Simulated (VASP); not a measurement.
A convergence study with VASP on InP (zinc blende): one setting is varied, all else stays as given below, so the limit is that of these other settings.

```yaml
crystal:
  lattice:
    - [0.00000, 2.93500, 2.93500]
    - [2.93500, 0.00000, 2.93500]
    - [2.93500, 2.93500, 0.00000]
  atoms:
    - { symbol: In, position: [0.00000, 0.00000, 0.00000] }
    - { symbol: P, position: [0.25000, 0.25000, 0.25000] }
```

Method: PBEsol GGA, VASP's PBE PAW potentials (set 64) (plane waves; VASP). The tightest run used: 600 eV cut-off, 7×7×7 Γ-centred mesh, Gaussian smearing of 0.010 eV, potentials In_d P.

```
setting      mean ε∞  plane waves
-----------  -------  -----------
ENCUT = 200    22.13          331
ENCUT = 300    21.67          609
ENCUT = 400    21.54          941
```

Problem. These are the cheaper rows. Estimate the results at ENCUT = 600, and how far the last row shown lies from them.

Solution. 
```tsv
quantity	tightest run	last row shown is off by
mean ε∞	21.54	0.00
```

Left out are rungs that failed or repeat a setting and relaxations that didn't move; long series are thinned to 24 rows.

The compound is InP in the zinc blende structure. The cell was not relaxed at this level.
